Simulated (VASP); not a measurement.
All values below come from SCAN meta-GGA, VASP's PBE PAW potentials (set 64) (plane waves; VASP).

VASP input:

KPOINTS:
```
K-points
0
Gamma
 6 6 5
```

**POSCAR**
```
PbO
1
    3.9937612519     0.0000000000     0.0000000000
    0.0000000000     3.9937612519    -0.0000000000
    0.0000000000     0.0000000000     5.0413591931
Pb O
2 2
Direct
  0.5000000000   0.0000000000   0.7642183060
  0.0000000000   0.5000000000   0.2357816940
  0.5000000000   0.5000000000   0.0000000000
  0.0000000000   0.0000000000   0.0000000000
```

### INCAR
```
LWAVE  =  F
LASPH  =  T
ALGO  =  Normal   # blocked Davidson
ENCUT  =  520
PREC  =  Accurate
EDIFF  =  1E-7   # SCF stop (eV)
LCHARG  =  F
LORBIT  =  11   # lm-projected
SYSTEM  =  PbO
NEDOS  =  601   # DOS grid
METAGGA  =  SCAN
NELM  =  100   # most electronic steps
ISIF  =  2   # forces and stress, cell fixed
LEFG  =  T
ISMEAR  =  -5   # tetrahedra, Bloechl
LMIXTAU  =  T
LREAL  =  F
LMAXMIX  =  4   # l cut-off of mixed one-centre charges
```

File KPOINTS_OPT:
```
k-points along high-symmetry lines
6
Line-mode
Reciprocal
  0.000000   0.000000   0.000000 ! GAMMA
  0.000000   0.500000   0.000000 ! X

  0.000000   0.500000   0.000000 ! X
  0.500000   0.500000   0.000000 ! M

  0.500000   0.500000   0.000000 ! M
  0.000000   0.000000   0.000000 ! GAMMA

  0.000000   0.000000   0.000000 ! GAMMA
  0.000000   0.000000   0.500000 ! Z

  0.000000   0.000000   0.500000 ! Z
  0.000000   0.500000   0.500000 ! R

  0.000000   0.500000   0.500000 ! R
  0.500000   0.500000   0.500000 ! A

  0.500000   0.500000   0.500000 ! A
  0.000000   0.000000   0.500000 ! Z

  0.000000   0.500000   0.000000 ! X
  0.000000   0.500000   0.500000 ! R

  0.500000   0.500000   0.000000 ! M
  0.500000   0.500000   0.500000 ! A
```

POTCAR, in this order: Pb_d O (PBE.64 set). Program: vasp_std.

The run wrote:

File OSZICAR:
```
       N       E                     dE             d eps       ncg     rms          rms(c)
DAV:   1     0.315296827694E+03    0.31530E+03   -0.20746E+04  1440   0.201E+03
DAV:   2    -0.120961418793E+03   -0.43626E+03   -0.42932E+03  1512   0.507E+02
DAV:   3    -0.182005851720E+03   -0.61044E+02   -0.60189E+02  2024   0.201E+02
DAV:   4    -0.183936755367E+03   -0.19309E+01   -0.19301E+01  1568   0.399E+01
DAV:   5    -0.183994732031E+03   -0.57977E-01   -0.57965E-01  2040   0.685E+00    0.111E+01
DAV:   6    -0.170302340325E+03    0.13692E+02   -0.26829E+01  2440   0.735E+01    0.341E+00
DAV:   7    -0.168145363184E+03    0.21570E+01   -0.32134E+00  1704   0.187E+01    0.241E+00
DAV:   8    -0.171650299711E+03   -0.35049E+01   -0.15458E+00  1776   0.127E+01    0.637E-01
DAV:   9    -0.168485599484E+03    0.31647E+01   -0.10571E+00  1464   0.108E+01    0.791E-01
DAV:  10    -0.168533808206E+03   -0.48209E-01   -0.21144E-01  1568   0.435E+00    0.290E-01
DAV:  11    -0.168541754113E+03   -0.79459E-02   -0.19579E-02  1800   0.146E+00    0.200E-01
DAV:  12    -0.168550012547E+03   -0.82584E-02   -0.66703E-03  1568   0.783E-01    0.974E-02
DAV:  13    -0.168560530291E+03   -0.10518E-01   -0.10748E-02  1520   0.119E+00    0.612E-02
DAV:  14    -0.168561497367E+03   -0.96708E-03   -0.13461E-03  1768   0.394E-01    0.339E-02
DAV:  15    -0.168561515933E+03   -0.18566E-04   -0.31939E-04  1968   0.201E-01    0.156E-02
DAV:  16    -0.168561716637E+03   -0.20070E-03   -0.61294E-04  1472   0.294E-01    0.593E-03
DAV:  17    -0.168561717947E+03   -0.13100E-05   -0.23593E-04  1520   0.172E-01    0.411E-03
DAV:  18    -0.168561714905E+03    0.30422E-05   -0.37314E-05  1592   0.627E-02    0.219E-03
DAV:  19    -0.168561712894E+03    0.20110E-05   -0.96755E-06  1632   0.344E-02    0.261E-03
DAV:  20    -0.168561719113E+03   -0.62196E-05   -0.74406E-06  1616   0.312E-02    0.106E-03
DAV:  21    -0.168561717407E+03    0.17060E-05   -0.19395E-06  1584   0.148E-02    0.626E-04
DAV:  22    -0.168561717063E+03    0.34410E-06   -0.30195E-07  1360   0.673E-03    0.267E-04
DAV:  23    -0.168561717121E+03   -0.57977E-07   -0.10747E-07  1152   0.436E-03
   1 F= -.16856172E+03 E0= -.16856172E+03  d E =0.000000E+00
       N       E                     dE             ncg
       N       E                     dE             ncg
```

OUTCAR:
```
------------------------ aborting loop because EDIFF is reached ----------------------------------------
  FORCE on cell =-STRESS in cart. coord.  units (eV):
  Direction    XX          YY          ZZ          XY          YZ          ZX
  --------------------------------------------------------------------------------------
  Total       -0.0058413     -0.0058413      0.0415889      0.0000000     -0.0000000      0.0000000
  in kB       -0.1163887     -0.1163887      0.8286600      0.0000000     -0.0000000      0.0000000
  external PRESSURE =       0.1986275 kB  Pullay stress =       0.0000000 kB
  volume of cell :       80.41
      direct lattice vectors                 reciprocal lattice vectors
     3.993761252  0.000000000  0.000000000     0.250390531  0.000000000  0.000000000
     0.000000000  3.993761252  0.000000000     0.000000000  0.250390531  0.000000000
     0.000000000  0.000000000  5.041359193     0.000000000  0.000000000  0.198359205
 POSITION                                       TOTAL-FORCE (eV/Angst)
 -----------------------------------------------------------------------------------
      1.99688      0.00000      3.85270         0.000000      0.000000      0.018112
      0.00000      1.99688      1.18866         0.000000      0.000000     -0.018112
      1.99688      1.99688      0.00000        -0.000000      0.000000     -0.000000
      0.00000      0.00000      0.00000         0.000000     -0.000000     -0.000000
 -----------------------------------------------------------------------------------
    total drift:                                0.000000      0.000000     -0.000000
  FREE ENERGIE OF THE ION-ELECTRON SYSTEM (eV)
  ---------------------------------------------------
  free  energy   TOTEN  =      -168.5617171212 eV

  energy  without entropy=     -168.5617171212  energy(sigma->0) =     -168.56171712

 total charge

# of ion       s       p       d       tot
------------------------------------------
    1        1.397   0.611   9.873  11.881
    2        1.397   0.611   9.873  11.881
    3        1.587   3.411   0.000   4.998
    4        1.587   3.411   0.000   4.998
--------------------------------------------------
tot          5.968   8.045  19.746  33.760
```
(Selected blocks of OUTCAR.)

The compound is PbO in the litharge structure. It was relaxed first.
